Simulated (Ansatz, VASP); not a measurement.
# CuF: VASP beside Ansatz, part 3 of 3

One calculation is typed for both programs; each brings its own data sets. How far apart do they land? The cell is generated by rule, not measured, and may not be a known phase. The cell is taken from a series of runs on this material, whose earlier steps may have relaxed, scaled, displaced or heated it; both programs get it as it stands.

VASP 6.6.1 and Ansatz 0.2.0.

So far: The starting structure; Ansatz: zone-centre phonons, PBEsol; VASP: zone-centre phonons, PBEsol.

### Step 3. VASP: zone-centre phonons, PBEsol (continued)

Level of this step: PBEsol, no spin polarisation; plane waves and PAW (Cu, F); invented cell (VASP).

Numbers of over 12 decimals in the logs are rounded to 6 here.

From OUTCAR (step 3):

```text
ion  position               nearest neighbor table
   1  0.333  0.667  0.047-   3 1.90   4 2.17   4 2.17   4 2.17
   2  0.667  0.333  0.547-   4 1.90   3 2.17   3 2.17   3 2.17
   3  0.333  0.667  0.328-   1 1.90   2 2.17   2 2.17   2 2.17
   4  0.667  0.333  0.828-   2 1.90   1 2.17   1 2.17   1 2.17

  LATTYP: Found a hexagonal cell.
 ALAT       =     2.7533824351
 C/A-ratio  =     2.4523140895

 Subroutine GETGRP returns: Found 12 space group operations
 (whereof  6 operations were pure point group operations)

The static configuration has the point symmetry C_3v.
 The point group associated with its full space group is C_6v.

 Found    108 irreducible k-points:

   k-points           NKPTS =    108   k-points in BZ     NKDIM =    108   number of bands    NBANDS=     24

   dimension x,y,z NGX =    24 NGY =   24 NGZ =   54
   dimension x,y,z NGXF=    48 NGYF=   48 NGZF=  108

   ENCUT  =  600.0 eV  44.10 Ry    6.64 a.u.   5.50  5.50 13.49*2*pi/ulx,y,z

   NELECT =      36.0000    total number of electrons

 k-points in reciprocal lattice and weights: Automatic mesh
   0.00000000  0.00000000  0.00000000       0.001
   0.06666667 -0.00000000  0.00000000       0.004
   0.13333333 -0.00000000  0.00000000       0.004
   0.20000000 -0.00000000  0.00000000       0.004
   0.26666667 -0.00000000  0.00000000       0.004
   0.33333333 -0.00000000  0.00000000       0.004
   0.40000000 -0.00000000  0.00000000       0.004
   0.46666667 -0.00000000  0.00000000       0.004
   0.06666667  0.06666667  0.00000000       0.004
[...]
0.33333333  0.26666667  0.50000000       0.009
   0.33333333  0.33333333  0.50000000       0.001

 average (electrostatic) potential at core
       1 -65.6688       2 -65.6688       3 -75.9563       4 -75.9563

  Total       -0.0143289     -0.0143289      0.2049217      0.0000000      0.0000000      0.0000000
  in kB       -0.5178665     -0.5178665      7.4061454      0.0000000      0.0000000      0.0000000
  external PRESSURE =       2.1234708 kB  Pullay stress =       0.0000000 kB

  energy-cutoff  :      600.00
  volume of cell :       44.33
      direct lattice vectors                 reciprocal lattice vectors
     2.753382435 -0.000002466  0.000000000     0.363189837  0.209687316  0.000000000
    -1.376689082  2.384500368  0.000000000     0.000000376  0.419375283  0.000000000
     0.000000000  0.000000000  6.752158539     0.000000000  0.000000000  0.148100788

 POSITION                                       TOTAL-FORCE (eV/Angst)
 -----------------------------------------------------------------------------------
      0.00000      1.58967      0.31758        -0.000000      0.000000     -0.056119
      1.37669      0.79483      3.69366         0.000000     -0.000000     -0.056119
      0.00000      1.58967      2.21448        -0.000000     -0.000000      0.056119
      1.37669      0.79483      5.59056         0.000000      0.000000      0.056119
 -----------------------------------------------------------------------------------
    total drift:                               -0.000000     -0.000000     -0.001501

 Eigenvectors and eigenvalues of the dynamical matrix
 ----------------------------------------------------

   1 f  =   13.476265 THz    84.673870 2PiTHz  449.519811 cm-1    55.733328 meV
             X         Y         Z           dx          dy          dz
      0.000001  1.589666  0.317581    -0.000000    0.000000    0.164704
      1.376692  0.794832  3.693661     0.000000   -0.000000   -0.164704
      0.000001  1.589666  2.214478     0.000000   -0.000000   -0.687657
      1.376692  0.794832  5.590557    -0.000000    0.000000    0.687657

   2 f  =   13.129927 THz    82.497765 2PiTHz  437.967226 cm-1    54.300991 meV
             X         Y         Z           dx          dy          dz
      0.000001  1.589666  0.317581    -0.000000    0.000000    0.339912
      1.376692  0.794832  3.693661     0.000000   -0.000000    0.339912
      0.000001  1.589666  2.214478     0.000000   -0.000000   -0.620048
      1.376692  0.794832  5.590557    -0.000000    0.000000   -0.620048

   3 f  =    8.193493 THz    51.481237 2PiTHz  273.305519 cm-1    33.885550 meV
             X         Y         Z           dx          dy          dz
      0.000001  1.589666  0.317581     0.000000    0.000000   -0.687657
      1.376692  0.794832  3.693661    -0.000000   -0.000000    0.687657
      0.000001  1.589666  2.214478    -0.000000   -0.000000   -0.164704
      1.376692  0.794832  5.590557     0.000000    0.000000    0.164704

   4 f  =    3.330432 THz    20.925722 2PiTHz  111.091256 cm-1    13.773554 meV
             X         Y         Z           dx          dy          dz
      0.000001  1.589666  0.317581    -0.017298    0.080224   -0.000000
      1.376692  0.794832  3.693661     0.017298   -0.080224   -0.000000
      0.000001  1.589666  2.214478     0.148035   -0.686550   -0.000000
      1.376692  0.794832  5.590557    -0.148035    0.686550   -0.000000

   5 f  =    3.330432 THz    20.925722 2PiTHz  111.091256 cm-1    13.773554 meV
             X         Y         Z           dx          dy          dz
      0.000001  1.589666  0.317581    -0.080224   -0.017298    0.000000
      1.376692  0.794832  3.693661     0.080224    0.017298    0.000000
      0.000001  1.589666  2.214478     0.686550    0.148035    0.000000
      1.376692  0.794832  5.590557    -0.686550   -0.148035    0.000000

   6 f  =    0.003549 THz     0.022297 2PiTHz    0.118370 cm-1     0.014676 meV
             X         Y         Z           dx          dy          dz
      0.000001  1.589666  0.317581    -0.539869    0.307431   -0.000000
      1.376692  0.794832  3.693661    -0.539869    0.307431   -0.000000
      0.000001  1.589666  2.214478    -0.293438    0.167100   -0.000000
      1.376692  0.794832  5.590557    -0.293438    0.167100   -0.000000

   7 f  =    0.003549 THz     0.022297 2PiTHz    0.118370 cm-1     0.014676 meV
             X         Y         Z           dx          dy          dz
      0.000001  1.589666  0.317581    -0.307431   -0.539869    0.000000
      1.376692  0.794832  3.693661    -0.307431   -0.539869    0.000000
      0.000001  1.589666  2.214478    -0.167100   -0.293438    0.000000
      1.376692  0.794832  5.590557    -0.167100   -0.293438    0.000000

   8 f/i=    0.014402 THz     0.090491 2PiTHz    0.480404 cm-1     0.059563 meV
             X         Y         Z           dx          dy          dz
      0.000001  1.589666  0.317581     0.000000    0.000000    0.620048
      1.376692  0.794832  3.693661     0.000000    0.000000    0.620048
      0.000001  1.589666  2.214478     0.000000    0.000000    0.339912
      1.376692  0.794832  5.590557     0.000000    0.000000    0.339912

   9 f/i=    1.289348 THz     8.101212 2PiTHz   43.008019 cm-1     5.332312 meV
             X         Y         Z           dx          dy          dz
      0.000001  1.589666  0.317581     0.686555    0.148009   -0.000000
      1.376692  0.794832  3.693661    -0.686555   -0.148009   -0.000000
      0.000001  1.589666  2.214478     0.080225    0.017295   -0.000000
      1.376692  0.794832  5.590557    -0.080225   -0.017295   -0.000000

  10 f/i=    1.289348 THz     8.101212 2PiTHz   43.008019 cm-1     5.332312 meV
             X         Y         Z           dx          dy          dz
      0.000001  1.589666  0.317581     0.148009   -0.686555    0.000000
      1.376692  0.794832  3.693661    -0.148009    0.686555    0.000000
      0.000001  1.589666  2.214478     0.017295   -0.080225    0.000000
      1.376692  0.794832  5.590557    -0.017295    0.080225    0.000000

  11 f/i=    1.420556 THz     8.925618 2PiTHz   47.384654 cm-1     5.874946 meV
             X         Y         Z           dx          dy          dz
      0.000001  1.589666  0.317581     0.330091    0.071193   -0.000000
      1.376692  0.794832  3.693661     0.330091    0.071193   -0.000000
      0.000001  1.589666  2.214478    -0.607302   -0.130981   -0.000000
      1.376692  0.794832  5.590557    -0.607302   -0.130981   -0.000000

  12 f/i=    1.420556 THz     8.925618 2PiTHz   47.384654 cm-1     5.874946 meV
             X         Y         Z           dx          dy          dz
      0.000001  1.589666  0.317581     0.071193   -0.330091    0.000000
      1.376692  0.794832  3.693661     0.071193   -0.330091    0.000000
      0.000001  1.589666  2.214478    -0.130981    0.607302    0.000000
      1.376692  0.794832  5.590557    -0.130981    0.607302    0.000000

 ELASTIC MODULI CONTR FROM IONIC RELAXATION (kBar)
 Direction    XX          YY          ZZ          XY          YZ          ZX
 --------------------------------------------------------------------------------
 XX         -56.7449    -32.6648    157.2079      0.0000     -0.0000     -0.0000
 YY         -32.6648    -56.7449    157.2079      0.0000      0.0000      0.0000
 ZZ         157.2079    157.2079   -552.8333     -0.0000     -0.0000     -0.0000
 XY           0.0000      0.0000     -0.0000    -12.0401     -0.0000      0.0000
 YZ          -0.0000      0.0000     -0.0000     -0.0000      0.0000     -0.0000
 ZX          -0.0000      0.0000     -0.0000      0.0000      0.0000      0.0000
 --------------------------------------------------------------------------------
```

This run has no spin polarisation, so a moment on Cu, if there is one, isn't seen. The gap is under twice the smearing width, so the edge states are partly filled and the run can't tell a small gap from a semimetal. Methfessel-Paxton smearing is not meant for a cell with a gap.

### Step 4. Differences

Known differences besides the potentials themselves: the data sets hold 52 valence electrons in Ansatz (on its default PAW (the set named soft_2) files) and 36 in VASP; the cutoff is 420 eV in Ansatz and 600 eV in VASP; Ansatz makes its cores anew for this functional, VASP keeps those of its PBE data sets. Total energies have different zeros and are not compared.

Both answers:

```
                                                   quantity  Ansatz   VASP  difference
optical mode 1 to 2 (imaginary, printed as negative) (cm⁻¹)   -55.3  -47.4        -7.9
optical mode 3 to 4 (imaginary, printed as negative) (cm⁻¹)   -48.9  -43.0        -5.9
                                 optical mode 5 to 6 (cm⁻¹)   109.2  111.1     -1.67 %
                                      optical mode 7 (cm⁻¹)   269.0  273.3     -1.57 %
                                      optical mode 8 (cm⁻¹)   423.4  438.0     -3.32 %
                                      optical mode 9 (cm⁻¹)   438.3  449.5     -2.50 %
```

Modes are paired by rising frequency, not by their patterns, so a pair may set unlike modes beside each other; they are those without the splitting of longitudinal modes.

### Step 5. What the set-up changes

Further runs change the set-up of one program: Ansatz's method, potentials or start, or VASP's data sets, cutoff or form of LDA. The table gives Ansatz less VASP for each quantity, since a change that brings one quantity closer may part another.

```
                                                          run  optical mode 1 to 2 (imaginary, printed as negative) (cm⁻¹)  optical mode 3 to 4 (imaginary, printed as negative) (cm⁻¹)  optical mode 5 to 6 (%)  optical mode 7 (%)  optical mode 8 (%)  optical mode 9 (%)
                                                     as above                                                         -7.9                                                         -5.9                     -1.7                -1.6                -3.3                -2.5
VASP with the data sets Cu_sv_GW and F and a cutoff of 700 eV                                                         -1.0                                                          3.6                    0.013               -0.46               -1.00               -0.68
```

### Step 6. What came out

| Item | Value |
| --- | --- |
| r.m.s. difference of the optical zone-centre modes, each program's sorted by frequency (zone-centre phonons, PBEsol) | 7.9 cm⁻¹ |
| difference in optical mode 8 (zone-centre phonons, PBEsol) | -3.3 % |

What this shows: The r.m.s. difference of the optical zone-centre modes, each program's sorted by frequency is 7.9 cm⁻¹ (zone-centre phonons, PBEsol). The data sets hold unlike numbers of valence electrons (52 in Ansatz and 36 in VASP), so part of the differences comes from the potentials. Among the rows given in per cent, the largest difference of the zone-centre phonons, PBEsol pair is in optical mode 8, -3.3 %. Zone-centre phonons, PBEsol, VASP with the data sets Cu_sv_GW and F and a cutoff of 700 eV: the difference in optical mode 1 to 2 (imaginary, printed as negative) goes from -7.9 to -1.0 cm⁻¹; the difference in optical mode 3 to 4 (imaginary, printed as negative) goes from -5.9 to 3.6 cm⁻¹; the difference in optical mode 5 to 6 goes from -1.7 to 0.013 %; the difference in optical mode 7 goes from -1.6 to -0.46 %; the difference in optical mode 8 goes from -3.3 to -1.00 %; the difference in optical mode 9 goes from -2.5 to -0.68 %. How closely two codes agree says nothing of how well the functional describes the real material.

[Lines on the potential files, build, host, timing and source positions are cut from VASP's logs without a mark.]

[Logs are printed without paths, hosts, clocks, repeated set-up lines and the standing remarks that a program may print on its own settings, such as how far it seeks lower states.]

[Hosts, paths, dates, database ids (printed as entryN), source tags and the programs' standing remarks are cut or masked in the printed files.]
